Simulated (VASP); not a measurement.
```
CELL_PARAMETERS angstrom
      0.00000     3.05248     3.05248
      3.05248     0.00000     3.05248
      3.05248     3.05248     0.00000
ATOMIC_POSITIONS crystal
  Pb 0.00000 0.00000 0.00000
  S  0.50000 0.50000 0.50000
```

Calculation: TPSS meta-GGA, VASP's PBE PAW potentials (set 64) (plane waves; VASP). Run with 520 eV cut-off, 8×8×8 Γ-centred mesh, Gaussian smearing of 0.050 eV, potentials Pb_d S.

Question: Give the stress tensor in GPa (positive for a compressed cell).

Answer: 
```
-2.84   0.00   0.00
 0.00  -2.84   0.00
 0.00   0.00  -2.84
```
The pressure is its mean diagonal, -2.84 GPa.

The compound is PbS in the rock salt structure. This cell is one point of a volume scan, at 1.06 of the reference volume.
